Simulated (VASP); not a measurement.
Crystal: NiMoIrPdW.

```
Ni Mo Pd Ir W
1.0
     2.77085    0.00000    0.00000
    -1.38543    2.39963    0.00000
     0.00000    0.00000   22.01961
Ni Mo Pd Ir W
2 2 2 2 2
Cartesian
  0.0000 1.5998 18.7345
  1.3854 0.7999 3.2851
  1.3854 0.7999 16.7479
  0.0000 1.5998 5.2717
  0.0000 1.5998 1.1734
  1.3854 0.7999 20.8462
  0.0000 1.5998 14.4948
  1.3854 0.7999 7.5248
  0.0000 1.5998 9.7807
  1.3854 0.7999 12.2389
```

The cell was built by a generator and needn't be a form met in nature.

```yaml
Program: VASP 6.6.1
Task: relaxation of cell and atoms
Functional: revPBE
Potentials_or_basis: VASP PAW PBE potentials, release 64 (Ni, Mo_sv, Pd, Ir, W_sv)
Cutoff: 600 eV
k_mesh: 11 × 11 × 2
Occupations: fermi-dirac, width 0.05 eV
Spin: collinear spin, ferromagnetic start
Starting_moments: "[1.0, 1.0, 1.0, 1.0, 0.0, 0.0, 0.6, 0.6, 0.0, 0.0] μB"
```

At the start: pressure 3.3 GPa; volume 14.64 Å³/atom.

Task: Where does the relaxation end?

Result: Over 18 steps the energy falls by 2.2 meV/atom and the volume is 14.84 Å³/atom (+1.4 %); space group P-3m1 (No. 164, to 0.05 Å); moment 0.00 μB per cell.

The path:
```tsv
step	energy change (eV)	largest force (eV/Å)	pressure (GPa)	volume (Å³)
1	0.0000	0.1153	3.30	146.41
2	0.0794	0.1434	-6.86	152.90
3	-0.0202	0.1060	-0.11	148.39
4	-0.0202	0.1063	-0.05	148.35
5	-0.0214	0.0279	0.04	148.33
6	-0.0214	0.0255	0.05	148.33
7	-0.0215	0.0228	-0.07	148.42
8	-0.0216	0.0259	-0.22	148.52
9	-0.0217	0.0255	-0.22	148.51
10	-0.0218	0.0235	-0.17	148.49
11	-0.0220	0.0217	-0.03	148.43
12	-0.0218	0.0374	0.19	148.33
13	-0.0220	0.0260	0.03	148.40
14	-0.0220	0.0243	0.02	148.41
15	-0.0221	0.0185	-0.01	148.44
16	-0.0221	0.0249	-0.06	148.48
17	-0.0221	0.0142	-0.03	148.46
18	-0.0221	0.0081	0.03	148.43
```

Final structure:
```xyz
10
Lattice="2.7854 0.0000 0.0000 -1.3927 2.4122 0.0000 0.0000 0.0000 22.0909" Properties=species:S:1:pos:R:3 pbc="T T T"
Ni    0.0000    1.6081   18.7871
Ni    1.3927    0.8041    3.3039
Mo    1.3927    0.8041   16.7849
Mo    0.0000    1.6081    5.3061
Pd    0.0000    1.6081    1.1798
Pd    1.3927    0.8041   20.9112
Ir    0.0000    1.6081   14.5315
Ir    1.3927    0.8041    7.5595
W     0.0000    1.6081    9.8119
W     1.3927    0.8041   12.2791
```

Caveat: the PAW data sets were made with another functional, which shifts forces and pressure a little.
